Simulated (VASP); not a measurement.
AuAl$_{2}$ (fluorite) is relaxed at rising pressure, each step from the one before. Symmetry mostly holds the structure type, and other phases were not tried. The mesh follows the cell, and a change of mesh leaves a small step in the series.

Here is the system:

```
Al2Au
1.0
    0.00000     3.02792     3.02792
    3.02792     0.00000     3.02792
    3.02792     3.02792     0.00000
Al Au
2 1
Cartesian
  1.51396   1.51396   1.51396
  4.54188   4.54188   4.54188
  0.00000   0.00000   0.00000
```

All values below come from PBE GGA, VASP's PBE PAW potentials (set 64) (plane waves; VASP). Run with 500 eV cut-off, 9×9×9 Γ-centred mesh, first-order Methfessel-Paxton smearing of 0.10 eV, potentials Al Au.

Unless said otherwise, spin-orbit coupling is left out, though it shifts the bands of the heavy elements here.

| P (GPa) | V (Å³/atom) | H − H(0) (eV/atom) | space group | gap on the mesh (eV) | k-mesh |
|---|---|---|---|---|---|
| 0 | 18.51 | 0.000 | Fm-3m | 0.00 | 9×9×9 |
| 5 | 17.74 | 0.565 | Fm-3m | 0.00 | 9×9×9 |
| 10 | 17.12 | 1.109 | Fm-3m | 0.00 | 9×9×9 |
| 20 | 16.14 | 2.145 | Fm-3m | 0.00 | 9×9×9 |
| 30 | 15.39 | 3.128 | Fm-3m | 0.00 | 9×9×9 |
| 45 | 14.53 | 4.526 | Fm-3m | 0.00 | 10×10×10 |

Pressures at which the relaxation failed are left out.

The compound is AuAl2 in the fluorite structure. The electron count is odd and the run is not spin-polarised, which forces a metal.
